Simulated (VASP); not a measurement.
Level of theory: PBE GGA, VASP's PBE PAW potentials (set 64) (plane waves; VASP 6.6.1).

A VASP calculation is set up with these files.

**INCAR**
```
# general
SYSTEM  = PtF2
PREC    = Accurate
ENCUT   = 520
LREAL   = F
LASPH   = T

# electronic loop
EDIFF   = 1E-6
NELM    = 100
ALGO    = Normal
LMAXMIX = 6

# smearing
ISMEAR  = 0
SIGMA   = 0.05

# functional
GGA     = PE

# ions
ISIF    = 2

# output
LWAVE   = F
LCHARG  = F
```

KPOINTS:
```
Automatic
0
Gamma
  8 8 8
```

File POSCAR:
```
PtF2
1
    0.0000000000     2.2625510000     2.2625510000
    2.2625510000     0.0000000000     2.2625510000
    2.2625510000     2.2625510000     0.0000000000
Pt F
1 2
Direct
  0.0000000000   0.0000000000   0.0000000000
  0.2500000000   0.2500000000   0.2500000000
  0.7500000000   0.7500000000   0.7500000000
```

POTCAR, in this order: Pt F (PBE.64 set). Program: vasp_std.

The run wrote:

**OUTCAR**
```
 ion  position               nearest neighbor table
   1  0.000  0.000  0.000-   3 1.96   3 1.96   3 1.96   2 1.96   3 1.96   2 1.96   2 1.96   2 1.96
  LATTYP: Found a face centered cubic cell.
 ALAT       =     4.5251020000
 Subroutine PRICEL returns:
 Original cell was already a primitive cell.
 Subroutine GETGRP returns: Found 48 space group operations
The static configuration has the point symmetry O_h .
The dynamic configuration has the point symmetry O_h .
 Subroutine INISYM returns: Found 48 space group operations
 Subroutine IBZKPT returns following result:
 Found     29 irreducible k-points:

 Following reciprocal coordinates:
            Coordinates               Weight
  0.000000  0.000000  0.000000      1.000000
  0.125000  0.000000  0.000000      8.000000
  0.250000  0.000000  0.000000      8.000000
  0.375000  0.000000  0.000000      8.000000
  0.500000  0.000000  0.000000      4.000000
  0.125000  0.125000  0.000000      6.000000
  0.250000  0.125000  0.000000     24.000000
  0.375000  0.125000  0.000000     24.000000
  0.500000  0.125000  0.000000     24.000000
 -0.375000  0.125000  0.000000     24.000000
 -0.250000  0.125000  0.000000     24.000000
 -0.125000  0.125000  0.000000     12.000000
  0.250000  0.250000  0.000000      6.000000
  0.375000  0.250000  0.000000     24.000000
  0.500000  0.250000  0.000000     24.000000
 -0.375000  0.250000  0.000000     24.000000
 -0.250000  0.250000  0.000000     12.000000
  0.375000  0.375000  0.000000      6.000000
  0.500000  0.375000  0.000000     24.000000
 -0.375000  0.375000  0.000000     12.000000
  0.500000  0.500000  0.000000      3.000000
  0.375000  0.250000  0.125000     24.000000
  0.500000  0.250000  0.125000     48.000000
 -0.375000  0.250000  0.125000     24.000000
  0.500000  0.375000  0.125000     24.000000
...
```

File OSZICAR:
```
       N       E                     dE             d eps       ncg     rms          rms(c)
DAV:   1     0.172631826467E+03    0.17263E+03   -0.15357E+04   936   0.155E+03
DAV:   2     0.102648647370E+01   -0.17161E+03   -0.16856E+03  1144   0.363E+02
DAV:   3    -0.399857756116E+01   -0.50251E+01   -0.50183E+01  1056   0.663E+01
DAV:   4    -0.401869999994E+01   -0.20122E-01   -0.20121E-01  1216   0.432E+00
DAV:   5    -0.401880831083E+01   -0.10831E-03   -0.10831E-03  1080   0.294E-01    0.592E+01
DAV:   6    -0.304676779623E+01    0.97204E+00   -0.28147E+00   984   0.207E+01    0.373E+01
DAV:   7    -0.300703650462E+01    0.39731E-01   -0.42482E-01   944   0.684E+00    0.758E+00
DAV:   8    -0.300221003771E+01    0.48265E-02   -0.75190E-03  1056   0.966E-01    0.469E-01
DAV:   9    -0.300032886381E+01    0.18812E-02   -0.78781E-03   992   0.769E-01    0.232E-01
DAV:  10    -0.300033397447E+01   -0.51107E-05   -0.81845E-05  1136   0.113E-01    0.739E-02
DAV:  11    -0.300034121249E+01   -0.72380E-05   -0.13007E-05   952   0.378E-02    0.429E-02
DAV:  12    -0.300034063281E+01    0.57968E-06   -0.31604E-07   832   0.719E-03
   1 F= -.30003406E+01 E0= -.30001378E+01  d E =-.405647E-03
```

OUTCAR:
```
------------------------ aborting loop because EDIFF is reached ----------------------------------------
  FORCE on cell =-STRESS in cart. coord.  units (eV):
  Direction    XX          YY          ZZ          XY          YZ          ZX
  --------------------------------------------------------------------------------------
  Total       35.7862527     35.7862527     35.7862527     -0.0000000     -0.0000000     -0.0000000
  in kB     2475.1508839   2475.1508839   2475.1508839     -0.0000000     -0.0000000     -0.0000000
  external PRESSURE =    2475.1508839 kB  Pullay stress =       0.0000000 kB
  volume of cell :       23.16
      direct lattice vectors                 reciprocal lattice vectors
     0.000000000  2.262551000  2.262551000    -0.220989494  0.220989494  0.220989494
     2.262551000  0.000000000  2.262551000     0.220989494 -0.220989494  0.220989494
     2.262551000  2.262551000  0.000000000     0.220989494  0.220989494 -0.220989494
 POSITION                                       TOTAL-FORCE (eV/Angst)
 -----------------------------------------------------------------------------------
      0.00000      0.00000      0.00000         0.000000      0.000000      0.000000
      1.13128      1.13128      1.13128         0.000000      0.000000      0.000000
      3.39383      3.39383      3.39383        -0.000000     -0.000000     -0.000000
 -----------------------------------------------------------------------------------
    total drift:                                0.000000      0.000000      0.000000
  FREE ENERGIE OF THE ION-ELECTRON SYSTEM (eV)
  ---------------------------------------------------
  free  energy   TOTEN  =        -3.0003406328 eV

  energy  without entropy=       -2.9999349854  energy(sigma->0) =       -3.00013781
```
(Selected blocks of OUTCAR.)

The structure was generated: PtF2 was put into the fluorite type (Fm-3m), which need not be its known phase. The cell was not relaxed at this level. The k-mesh is coarse (spacing up to 0.30 per Å, 2π included), so the numbers may not be converged in it.
